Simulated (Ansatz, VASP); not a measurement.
## HfO2 in two plane-wave programs

Wanted: the spread between two codes on one cell, functional and k mesh. The cell is taken from a series of runs on this material, whose earlier steps may have relaxed, scaled, displaced or heated it; both programs get it as it stands.

Method: plane waves, with VASP 6.6.1 beside it; zone-centre phonons at LDA, in Ansatz 0.2.0.

**1. Starting point**

It takes space group I4/mmm (No. 139, tetragonal). Conventional cell: a = 3.531 Å, b = 3.531 Å, c = 5.052 Å, α = 90.00°, β = 90.00°, γ = 90.00°. Nearest to O lie 4 Hf at 2.17 Å. Nearest to Hf lie 8 O at 2.17 Å. Farther neighbours and most contacts between anions are not listed.

**2. Ansatz: zone-centre phonons, LDA**

Ansatz runs on its PAW soft_1 files.

Second derivatives magnify differences that forces hide, and they need a tight electronic threshold.

Contents of input.yaml:

```yaml
crystal:
  lattice:
    - [0.0, 2.4968238585, 2.5258749117]
    - [2.4968238585, 0.0, 2.5258749117]
    - [2.4968238585, 2.4968238585, 0.0]
  atoms:
    - { symbol: O, position: [0.25, 0.25, 0.25] }
    - { symbol: O, position: [0.75, 0.75, 0.75] }
    - { symbol: Hf, position: [0.0, 0.0, 0.0] }
kpoints:
  mp_grid: { grid: [8, 8, 8] }
hamiltonian:
  xc: lda
  pseudopotentials: { kind: paw, azcp: { folder: soft_1 }, xc_functional: pbe }
scf:
  occupations: { method: fixed }
output:
  eigenvalues: true
phonons:
  method: dfpt
  dielectric: true
  rigid_motions: translations
```

Command:

```bash
ansatz run input.yaml --threads 8 --pin off --max-ram 20480MiB --backend cpu --events-out ev --progress --plain --runs-dir out
```

Numbers of over 12 decimals in the logs are rounded to 6 here.

What it wrote:

```text
Engine: ansatz 0.2.0, aarch64-unknown-linux-gnu
Pseudopotentials: kind: paw
Pseudopotential: O, paw, valence charge 6, recommended cutoff 420 eV (normal), soft_1/O.paw.azcp
Pseudopotential: Hf, paw, valence charge 26, recommended cutoff 420 eV (normal), soft_1/Hf.paw.azcp
Functional definition: SPW92
  exchange = slater_x
  correlation = pw_c
Crystal: 3 atoms, lattice volume = 31.493 Å³
Basis set: ecut = 420 eV, 609 PW (Γ), exchange–correlation on 48×48×48 points (8 copies of the dense FFT grid, shifted against one another)
Bands: 23, of which v1, the nominal top of the filled ones, is band 19 counted from 1 (18 counted from 0)
Symmetry: 16 space group operations
k-points: 260 of 512 (irreducible under 1 space group operation, time reversal used)
Non-local potential: O, projectors of the file, l = 0: 2, l = 1: 2, l = 2: 1
Non-local potential: Hf, projectors of the file, l = 0: 3, l = 1: 2, l = 2: 2, l = 3: 3
PAW form: soft (Blöchl's): semilocal exchange-correlation on the pseudo side does not see the compensation charge
PAW frozen core: O, regenerated for the run's functional, and the local potential with it (the file was generated under x = pbe(κ = 0.804, μ = 0.219515), c = pbe(β = 0.066725))
PAW frozen core: Hf, regenerated for the run's functional, and the local potential with it (the file was generated under x = pbe(κ = 0.804, μ = 0.219515), c = pbe(β = 0.066725))
PAW one-centre angular grid: O, 110 points (default); XC on 64 Gauss nodes
PAW one-centre angular grid: Hf, 590 points (default); XC on 64 Gauss nodes
Initial density: superposition of atomic densities (chi_scale 0.1, normalization cell, long waves kept (reshape's long-wave potential 0.00 eV rms))
Initial wavefunctions: pseudopotential atomic-orbital guess
Functional: x = slater, c = lda
SCF iter   1: F=—  HF=-16594.304314 eV  |F-HF|=—  |Δ(HF+E_count)|=         —  Δρ=9.05e-2  dr2=1.96e0  ethr=3.10e-3  ⟨swp⟩=4.0  Hψ=19679  notcnv=0  defer=500
preconditioner: auto → none  [insulator: Δε(μ)=2.959 eV  Ē_g=19.381 eV  n_scr=14 (ndim 8)  ℏωp=39.7 eV  f_vac=0.000  ε∞_Penn≈5.2]
SCF iter   2: F=—  HF=-16593.721889 eV  |F-HF|=—  |Δ(HF+E_count)|=   5.82e-1  Δρ=3.69e-2  dr2=3.68e-1  ethr=3.10e-3  ⟨swp⟩=2.3  Hψ=14087  notcnv=0  defer=463
SCF iter   3: F=—  HF=-16593.634493 eV  |F-HF|=—  |Δ(HF+E_count)|=   8.74e-2  Δρ=2.59e-2  dr2=1.14e-1  ethr=9.69e-4  ⟨swp⟩=2.0  Hψ=10395  notcnv=0  defer=520
SCF iter   4: F=—  HF=-16593.612176 eV  |F-HF|=—  |Δ(HF+E_count)|=   2.23e-2  Δρ=5.59e-3  dr2=4.32e-3  ethr=3.01e-4  ⟨swp⟩=2.8  Hψ=11894  notcnv=0  defer=520
SCF iter   5: F=—  HF=-16593.614336 eV  |F-HF|=—  |Δ(HF+E_count)|=   2.16e-3  Δρ=2.62e-3  dr2=6.88e-4  ethr=1.14e-5  ⟨swp⟩=2.0  Hψ=12009  notcnv=0  defer=520
SCF iter   6: F=—  HF=-16593.614764 eV  |F-HF|=—  |Δ(HF+E_count)|=   4.28e-4  Δρ=3.22e-4  dr2=1.25e-5  ethr=1.81e-6  ⟨swp⟩=2.0  Hψ=9543  notcnv=0  defer=502
SCF iter   7: F=—  HF=-16593.614775 eV  |F-HF|=—  |Δ(HF+E_count)|=   1.06e-5  Δρ=2.24e-5  dr2=4.91e-8  ethr=3.29e-8  ⟨swp⟩=2.5  Hψ=9892  notcnv=0  defer=5
SCF iter   8: F=—  HF=-16593.614776 eV  |F-HF|=—  |Δ(HF+E_count)|=   1.31e-6  Δρ=1.49e-6  dr2=2.34e-10  ethr=1.29e-10  ⟨swp⟩=2.4  Hψ=11159  notcnv=0
SCF iter   9: F=-16593.614776 eV  HF=-16593.614776 eV  |F-HF|=3.64e-12  |Δ(HF+E_count)|=  2.55e-11  Δρ=9.26e-8  dr2=8.41e-13  ethr=1.00e-12  ⟨swp⟩=8.3  Hψ=40833  notcnv=0
SCF 1 converged in 9 iterations: F = -16593.614776 eV  dr2 = 8.41e-13
  greatest PAW one-centre occupation: 0.999 electrons in one spin orbital (limit 2), on the Hf atom at site 2 (counted from 0), in its partial waves of l = 3
NSCF: frozen V_eff on 3 k-points
DFPT response loops at Γ: preconditioner auto → none (the input reference at scf.mixing.eps_inf says where Resta's filter doesn't serve); β = 0.50; Broyden in place of MSR1
SCF converged after 9 iterations
Free energy (F): -16593.614776 eV
Harris-Foulkes:  -16593.614776 eV  (|F-HF|=3.64e-12)
Internal energy: -16593.614776 eV  (E = F + TS)
E sigma→0 (E₀):  -16593.614776 eV
Fermi energy:    15.132691 eV
--- Per-component energies (eV) ---
  E_band       = 19.388441
  E_kinetic    = 743.200775
  E_local      = -6891.702398  (includes V_loc(G=0)·N_el)
  E_nonlocal   = 187.227029
  E_hartree    = 3288.720831
  E_xc         = -405.677636
  E_vxc        = -436.746003  (∫ρ·V_xc dr)
  E_paw        = -7760.988566  (= ΣΔE_a)
  E_vpaw       = -160.034362  (= ΣTr[D̂ρ^β])
  E_aug_tail   = 0.001671  (compensation charges beyond the density's cutoff)
  E_ewald      = -5757.047413
  E_core_change = 2.650931  (= ΣΔE_core)
  E_smearing   = -0.000000  (= −TS)
  E_closure    = 0.000000  (closes the sum)
  Σ components = -16593.614776   (vs F -16593.614776, Δ=0.00e0)
--- Band table (eV; the first three rows and the last of 260) ---
  k-point 0: bands = [... 15 lower, 9.4218, 14.3435, 14.4992, 14.4992, 18.7685, 18.9079, 20.9708, 25.8527]
  k-point 1: bands = [... 15 lower, 9.8887, 13.9457, 14.1196, 14.1828, 19.1016, 19.2186, 21.5715, 25.0974]
  k-point 2: bands = [... 15 lower, 10.9601, 13.0363, 13.5538, 13.6200, 19.6046, 19.6586, 22.1642, 24.5267]
  k-point 259: bands = [... 15 lower, 11.8899, 12.2610, 13.1906, 13.2036, 19.5975, 19.6504, 22.3307, 23.9444]
--- Phonons (Γ-DFPT): 4 representative perturbations + reference, on 260 of 512 k-points (Σ response iterations 18) ---
  k mesh reduced under 1 symmetry operation, with k and −k counted as one. Each operation leaves every solved perturbation unchanged. A smaller set is not considered because the run solves the response to a homogeneous field
  ASR residual: 3.618e-5 → 0.000e0 eV/Å²; symmetrization residual: 1.073e-6 eV/Å²
  ASR residual per site (eV/Å²): 3.62e-5 3.62e-5 3.27e-5
  Γ frequencies (cm⁻¹): 0.00 0.00 0.00 239.72 241.92 241.92 577.16 596.87 596.87
  ε∞ (high-frequency dielectric tensor):
        5.371106     0.000000     0.000000
        0.000000     5.371106     0.000000
        0.000000     0.000000     5.454135
  ε⁰ (static dielectric tensor: ions relaxed, cell fixed):
       35.779141     0.000000    -0.000000
        0.000000    35.779141    -0.000000
       -0.000000    -0.000000    37.351552
  ε⁰ − ε∞ (ionic part):
       30.408035     0.000000    -0.000000
        0.000000    30.408035    -0.000000
       -0.000000    -0.000000    31.897418
  softest optical mode at Γ: 239.72 cm⁻¹; the repairs (sum rule, projections) moved no ω² at Γ by more than (0.88 cm⁻¹)²
  Born effective charges Z* (e; rows j = field, columns β = displacement):
    site 0:
        -2.77962    0.00000   -0.00000
         0.00000   -2.77962    0.00000
        -0.00000    0.00000   -2.82099
    site 1:
        -2.77962    0.00000   -0.00000
         0.00000   -2.77962   -0.00000
         0.00000    0.00000   -2.82099
    site 2:
         5.55923    0.00000    0.00000
         0.00000    5.55923    0.00000
         0.00000    0.00000    5.64197
  Z* charge neutrality: 2.368e-5 e pre-enforcement
  k-mesh period / interband length: 28.4 Å / 1.36 Å = 20.86 at k = (0.0000, 0.0000, 0.0000), direct gap 4.269 eV — 14 or more, which is no proof of convergence
  optical modes at Γ without the LO–TO term, one row a degenerate level:
      ω (cm⁻¹)  modes    IR ((D/Å)²/amu)
        239.72      1            27.0655
        241.92      2            52.5550
        577.16      1             0.0000
        596.87      2             0.0000
  optical modes at Γ + LO–TO along q̂ = [1.0000, 0.0000, 0.0000]:
      ω (cm⁻¹)  modes    IR ((D/Å)²/amu)
        239.72      1            27.0655
        241.92      1            26.2775
[...]
optical modes at Γ + LO–TO along q̂ = [0.0000, 1.0000, 0.0000]:
      ω (cm⁻¹)  modes    IR ((D/Å)²/amu)
[...]
241.92      1            26.2775
        577.16      1             0.0000
        596.87      2             0.0000
        624.38      1            26.2775
  optical modes at Γ + LO–TO along q̂ = [0.0000, 0.0000, 1.0000]:
      ω (cm⁻¹)  modes    IR ((D/Å)²/amu)
        241.92      2            52.5550
        577.16      1             0.0000
        596.87      2             0.0000
        627.33      1            27.0655
```

(Continued in part 2 of 3.)

[Lines on the potential files, build, host, timing and source positions are cut from VASP's logs without a mark.]

[Logs are printed without paths, hosts, clocks, repeated set-up lines and the standing remarks that a program may print on its own settings, such as how far it seeks lower states.]

[Hosts, paths, dates, database ids (printed as entryN), source tags and the programs' standing remarks are cut or masked in the printed files.]
